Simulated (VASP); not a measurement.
Computed with r2SCAN meta-GGA, VASP's PBE PAW potentials (set 64) (plane waves; VASP).

The input files of a VASP run:

### POSCAR
```
Ca(CdAs)2
14.3628980
  0.3066648680   0.0000000000   0.0000000000
 -0.1533324340   0.2655795516   0.0000000000
  0.0000000000   0.0000000000   0.5000000063
Ca Cd As
1 2 2
Direct
  0.0000000000   0.0000000000   0.0000000000
  0.3333330000   0.6666670000   0.6335544192
  0.6666670000   0.3333330000   0.3664455808
  0.3333330000   0.6666670000   0.2364119010
  0.6666670000   0.3333330000   0.7635880990
```

### KPOINTS_OPT
```
k-points along high-symmetry lines
6
Line-mode
Reciprocal
  0.000000   0.000000   0.000000 ! GAMMA
  0.500000   0.000000   0.000000 ! M

  0.500000   0.000000   0.000000 ! M
  0.333333   0.333333   0.000000 ! K

  0.333333   0.333333   0.000000 ! K
  0.000000   0.000000   0.000000 ! GAMMA

  0.000000   0.000000   0.000000 ! GAMMA
  0.000000   0.000000   0.500000 ! A

  0.000000   0.000000   0.500000 ! A
  0.500000   0.000000   0.500000 ! L

  0.500000   0.000000   0.500000 ! L
  0.333333   0.333333   0.500000 ! H

  0.333333   0.333333   0.500000 ! H
  0.000000   0.000000   0.500000 ! A

  0.500000   0.000000   0.500000 ! L
  0.500000   0.000000   0.000000 ! M

  0.333333   0.333333   0.500000 ! H
  0.333333   0.333333   0.000000 ! K
```

**KPOINTS**
```
Automatic mesh
0
Gamma
7 7 4
0 0 0
```

### INCAR
```
SYSTEM = Ca(CdAs)2
PREC = Accurate
ENCUT = 400
EDIFF = 1E-7
NELM = 100
ALGO = Normal
LREAL = .FALSE.
LASPH = .TRUE.
ISMEAR = -5
METAGGA = R2SCAN
LMIXTAU = .TRUE.
LMAXMIX = 4
LWAVE = .FALSE.
LCHARG = .FALSE.
LORBIT = 11
NEDOS = 601
ISIF = 2
LEFG = .TRUE.
```

POTCAR, in this order: Ca_sv Cd As (PBE.64 set). Program: vasp_std.

The resulting files:

File OUTCAR:
```
 ion  position               nearest neighbor table
   1  0.000  0.000  0.000-
   2  0.333  0.667  0.634-   5 2.71   5 2.71   5 2.71   4 2.85   3 3.19   3 3.19   3 3.19
   3  0.667  0.333  0.366-   4 2.71   4 2.71   4 2.71   5 2.85   2 3.19   2 3.19   2 3.19
   4  0.333  0.667  0.236-   3 2.71   3 2.71   3 2.71   2 2.85
   5  0.667  0.333  0.764-   2 2.71   2 2.71   2 2.71   3 2.85
  LATTYP: Found a hexagonal cell.
 ALAT       =     4.4045962188
 C/A-ratio  =     1.6304443661
 Subroutine PRICEL returns:
 Original cell was already a primitive cell.
 Subroutine GETGRP returns: Found 12 space group operations
The static configuration has the point symmetry D_3d.
The dynamic configuration has the point symmetry D_3d.
 Subroutine INISYM returns: Found 12 space group operations
 Subroutine IBZKPT returns following result:
 Found     28 irreducible k-points:

 Following reciprocal coordinates:
            Coordinates               Weight
  0.000000  0.000000  0.000000      1.000000
  0.142857  0.000000  0.000000      6.000000
  0.285714  0.000000  0.000000      6.000000
  0.428571  0.000000  0.000000      6.000000
  0.142857  0.142857  0.000000      6.000000
  0.285714  0.142857  0.000000     12.000000
  0.428571  0.142857  0.000000      6.000000
  0.285714  0.285714  0.000000      6.000000
  0.000000  0.000000  0.250000      2.000000
  0.142857  0.000000  0.250000      6.000000
  0.000000  0.142857  0.250000      6.000000
  0.285714  0.000000  0.250000      6.000000
  0.000000  0.285714  0.250000      6.000000
  0.428571  0.000000  0.250000      6.000000
  0.000000  0.428571  0.250000      6.000000
  0.142857  0.142857  0.250000     12.000000
  0.285714  0.142857  0.250000     12.000000
 -0.142857  0.428571  0.250000     12.000000
  0.428571  0.142857  0.250000     12.000000
  0.285714  0.285714  0.250000     12.000000
  0.000000  0.000000  0.500000      1.000000
  0.142857  0.000000  0.500000      6.000000
  0.285714  0.000000  0.500000      6.000000
  0.428571  0.000000  0.500000      6.000000
  0.142857  0.142857  0.500000      6.000000
  0.285714  0.142857  0.500000     12.000000
  0.428571  0.142857  0.500000      6.000000
  0.285714  0.285714  0.500000      6.000000
   k-points           NKPTS =     28   k-points in BZ     NKDIM =     28   number of bands    NBANDS=     26
   number of dos      NEDOS =    601   number of ions     NIONS =      5
   total plane-waves  NPLWV =  43200
   dimension x,y,z NGX =    30 NGY =   30 NGZ =   48
   dimension x,y,z NGXF=    60 NGYF=   60 NGZF=   96
   ions per type =               1   2   2
   PREC   = accura    normal or accurate (medium, high low for compatibility)
   ISTART =      0    job   : 0-new  1-cont  2-samecut
   ICHARG =      2    charge: 1-file 2-atom 10-const
   ISPIN  =      1    spin polarized calculation?
   LNONCOLLINEAR =      F non collinear calculations
   LSORBIT =      F    spin-orbit coupling
   INIWAV =      1    electr: 0-lowe 1-rand  2-diag
   ENCUT  =  400.0 eV  29.40 Ry    5.42 a.u.   7.18  7.18 11.71*2*pi/ulx,y,z
   NELM   =    100;   NELMIN=  2; NELMDL= -5     # of ELM steps
   EDIFF  = 0.1E-06   stopping-criterion for ELM
   LREAL  =      F    real-space projection
   NLSPLINE    = F    spline interpolate recip. space projectors
   LMAXMIX     =    4 max onsite mixed and CHGCAR
   VOSKOWN=      0    Vosko Wilk Nusair interpolation
   EDIFFG = 0.1E-05   stopping-criterion for IOM
   NSW    =      0    number of steps for IOM
   NBLOCK =      1;   KBLOCK =      1    inner block; outer block
   IBRION =     -1    ionic relax: 0-MD 1-quasi-New 2-CG
   NFREE  =      0    steps in history (QN), initial steepest desc. (CG)
   ISIF   =      2    stress and relaxation
   ISYM   =      2    0-nonsym 1-usesym 2-fastsym
...
```

OSZICAR:
```
       N       E                     dE             d eps       ncg     rms          rms(c)
DAV:   1     0.220588165820E+03    0.22059E+03   -0.19021E+04  1456   0.133E+03
DAV:   2    -0.740950212721E+02   -0.29468E+03   -0.29008E+03  1554   0.368E+02
DAV:   3    -0.912129258195E+02   -0.17118E+02   -0.16998E+02  2154   0.843E+01
DAV:   4    -0.916941098408E+02   -0.48118E+00   -0.48033E+00  2256   0.104E+01
DAV:   5    -0.917006719321E+02   -0.65621E-02   -0.65598E-02  2016   0.116E+00    0.788E+00
DAV:   6    -0.840063485087E+02    0.76943E+01   -0.11845E+01  1804   0.363E+01    0.101E+01
DAV:   7    -0.814434421131E+02    0.25629E+01   -0.11853E+00  1576   0.943E+00    0.679E+00
DAV:   8    -0.814903072604E+02   -0.46865E-01   -0.59281E-01  1538   0.700E+00    0.984E-01
DAV:   9    -0.798452768407E+02    0.16450E+01   -0.11850E+00  1522   0.669E+00    0.700E-01
DAV:  10    -0.800428553676E+02   -0.19758E+00   -0.12677E-01  1534   0.213E+00    0.624E-01
DAV:  11    -0.801714228340E+02   -0.12857E+00   -0.29583E-02  1764   0.920E-01    0.391E-01
DAV:  12    -0.803263879215E+02   -0.15497E+00   -0.20739E-01  1554   0.251E+00    0.225E-01
DAV:  13    -0.803167682616E+02    0.96197E-02   -0.14557E-02  1614   0.885E-01    0.226E-01
DAV:  14    -0.803289413573E+02   -0.12173E-01   -0.74808E-03  1538   0.452E-01    0.110E-01
DAV:  15    -0.803321316545E+02   -0.31903E-02   -0.55295E-03  1536   0.372E-01    0.496E-02
DAV:  16    -0.803321905181E+02   -0.58864E-04   -0.80615E-04  1754   0.145E-01    0.667E-02
DAV:  17    -0.803321265905E+02    0.63928E-04   -0.54751E-05  1630   0.561E-02    0.623E-02
DAV:  18    -0.803321902217E+02   -0.63631E-04   -0.88347E-04  1516   0.178E-01    0.177E-02
DAV:  19    -0.803323638827E+02   -0.17366E-03   -0.18000E-04  1530   0.106E-01    0.150E-02
DAV:  20    -0.803323635002E+02    0.38257E-06   -0.66314E-06  1902   0.170E-02    0.151E-02
DAV:  21    -0.803323595299E+02    0.39702E-05   -0.17456E-06  1704   0.595E-03    0.118E-02
DAV:  22    -0.803323637733E+02   -0.42434E-05   -0.17572E-05  1778   0.207E-02    0.952E-03
DAV:  23    -0.803323662865E+02   -0.25132E-05   -0.37108E-06  1590   0.184E-02    0.765E-03
DAV:  24    -0.803323667140E+02   -0.42748E-06   -0.33511E-06  1516   0.128E-02    0.469E-03
DAV:  25    -0.803323675891E+02   -0.87514E-06   -0.12122E-06  1546   0.835E-03    0.216E-03
DAV:  26    -0.803323679855E+02   -0.39632E-06   -0.13081E-07  1258   0.296E-03    0.110E-03
DAV:  27    -0.803323678342E+02    0.15127E-06   -0.39762E-08   822   0.159E-03    0.867E-04
DAV:  28    -0.803323679981E+02   -0.16388E-06   -0.10133E-08   806   0.644E-04    0.829E-04
DAV:  29    -0.803323680227E+02   -0.24607E-07   -0.18841E-08   794   0.564E-04
   1 F= -.80332368E+02 E0= -.80332368E+02  d E =0.000000E+00
       N       E                     dE             ncg
       N       E                     dE             ncg
```

### OUTCAR
```
------------------------ aborting loop because EDIFF is reached ----------------------------------------
  FORCE on cell =-STRESS in cart. coord.  units (eV):
  Direction    XX          YY          ZZ          XY          YZ          ZX
  --------------------------------------------------------------------------------------
  Total        0.0462033      0.0462033      0.0490433      0.0000000      0.0000000      0.0000000
  in kB        0.6135201      0.6135201      0.6512311      0.0000000      0.0000000      0.0000000
  external PRESSURE =       0.6260904 kB  Pullay stress =       0.0000000 kB
  volume of cell :      120.66
      direct lattice vectors                 reciprocal lattice vectors
     4.404596219  0.000000000  0.000000000     0.227035567  0.131079053  0.000000000
    -2.202298109  3.814492011  0.000000000     0.000000000  0.262158106  0.000000000
     0.000000000  0.000000000  7.181449090     0.000000000  0.000000000  0.139247663
 POSITION                                       TOTAL-FORCE (eV/Angst)
 -----------------------------------------------------------------------------------
      0.00000      0.00000      0.00000         0.000000      0.000000      0.000000
     -0.00000      2.54300      4.54984        -0.000000      0.000000      0.006221
      2.20230      1.27150      2.63161        -0.000000      0.000000     -0.006221
     -0.00000      2.54300      1.69778        -0.000000      0.000000      0.023025
      2.20230      1.27150      5.48367         0.000000     -0.000000     -0.023025
 -----------------------------------------------------------------------------------
    total drift:                               -0.000000      0.000000      0.000000
  FREE ENERGIE OF THE ION-ELECTRON SYSTEM (eV)
  ---------------------------------------------------
  free  energy   TOTEN  =       -80.3323680227 eV

  energy  without entropy=      -80.3323680227  energy(sigma->0) =      -80.33236802

 total charge

# of ion       s       p       d       tot
------------------------------------------
    1        2.026   5.845   0.226   8.098
    2        0.450   0.329   9.537  10.316
    3        0.450   0.329   9.537  10.316
    4        1.209   1.624   0.016   2.849
    5        1.209   1.624   0.016   2.849
--------------------------------------------------
tot          5.346   9.751  19.331  34.429
```
(Selected blocks of OUTCAR.)

OUTCAR:
```
 val. band max:        3.0945907524   @ k =   0.0000   0.0000   0.0000

 cond. band min:       3.8707735106   @ k =   0.0000   0.0000   0.0000


 Fermi energy:         3.1505871512

 k-point     1 :       0.0000    0.0000    0.0000
  band No.  band energies     occupation
      1     -39.7455      2.00000
      2     -19.9196      2.00000
      3     -19.8591      2.00000
      4     -19.8591      2.00000
      5      -8.7849      2.00000
      6      -8.1794      2.00000
      7      -6.2166      2.00000
      8      -6.2166      2.00000
      9      -6.1928      2.00000
     10      -6.1928      2.00000
     11      -5.8580      2.00000
     12      -5.8579      2.00000
     13      -5.7157      2.00000
     14      -5.6420      2.00000
     15      -5.5564      2.00000
     16      -5.5564      2.00000
     17      -2.0193      2.00000
     18       1.7994      2.00000
     19       1.7994      2.00000
     20       2.9309      2.00000
     21       3.0946      2.00000
     22       3.0946      2.00000
     23       3.8708      0.00000
     24       4.2340      0.00000
     25       5.8433      0.00000
     26       6.0781      0.00000

 k-point     2 :       0.1429    0.0000    0.0000
  band No.  band energies     occupation
      1     -39.7451      2.00000
      2     -19.9175      2.00000
      3     -19.8675      2.00000
      4     -19.8609      2.00000
      5      -8.6816      2.00000
      6      -8.1591      2.00000
      7      -6.1962      2.00000
      8      -6.1944      2.00000
      9      -6.1616      2.00000
     10      -6.1523      2.00000
     11      -5.8952      2.00000
     12      -5.8625      2.00000
     13      -5.7149      2.00000
     14      -5.6123      2.00000
     15      -5.5597      2.00000
     16      -5.5145      2.00000
     17      -1.8134      2.00000
     18       0.7410      2.00000
     19       1.6229      2.00000
     20       1.6852      2.00000
     21       2.7392      2.00000
     22       2.8417      2.00000
...
```

The structure comes from a computed database's CaCd2As2 entry (P-3m1); how it stands against other phases isn't given here. It was relaxed first.
